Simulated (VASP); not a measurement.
Input:

```xyz
1
Lattice="-2.9585 2.9585 2.9585 2.9585 -2.9585 2.9585 2.9585 2.9585 -2.9585" Properties=species:S:1:pos:R:3 pbc="T T T"
Cs     0.0000     0.0000     0.0000
```

Level of theory: vdW-DF-cx, VASP's PBE PAW potentials (set 64) (plane waves; VASP). Settings: 520 eV cut-off, 9×9×9 Γ-centred mesh, first-order Methfessel-Paxton smearing of 0.10 eV, potentials Cs_sv.

Unless said otherwise, spin-orbit coupling is left out, though it shifts the bands of the heavy elements here.

Predict the energy per atom (σ→0), band gap (on the k-mesh) with the smallest direct gap where there is one.

| Quantity | Result |
|---|---|
| band gap (on the k-mesh) | none (metal, semimetal or under 0.01 eV) |
| energy per atom (σ→0) | 2.046 eV/atom |

The absolute energy has meaning only against runs of the same code, potentials and settings.

The compound is Cs in the bcc structure. This cell is one point of a volume scan, at 0.94 of the reference volume.
